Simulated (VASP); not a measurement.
Here is the system:

```
Al4Ba
1.0
   -2.24515     2.24515     5.56823
    2.24515    -2.24515     5.56823
    2.24515     2.24515    -5.56823
Ba Al
1 4
Direct
  0.00000   0.00000   0.00000
  0.75000   0.25000   0.50000
  0.25000   0.75000   0.50000
  0.38147   0.38147   0.00000
  0.61853   0.61853   0.00000
```

The numbers are results of LDA (Ceperley-Alder, Perdew-Zunger), VASP's LDA PAW potentials (set 64) (plane waves; VASP), not measurements. Numerical set-up: 400 eV cut-off, 11×11×11 Γ-centred mesh, tetrahedra with Blöchl corrections, potentials Ba_sv Al.

The cores are frozen, which limits the accuracy of field gradients.

Question: Give the principal components of the electric field gradient (V/Å²) and the asymmetry η at each nucleus.

Answer: 
```tsv
atom	Vxx	Vyy	Vzz	η
Ba1	-17.2	-17.2	34.4	0.00
Al2	10.7	10.7	-21.4	0.00
Al3	10.7	10.7	-21.4	0.00
Al4	2.5	2.5	-5.0	0.00
Al5	2.5	2.5	-5.0	0.00
```

The compound is BaAl4 in the sg139 structure. It was relaxed first.
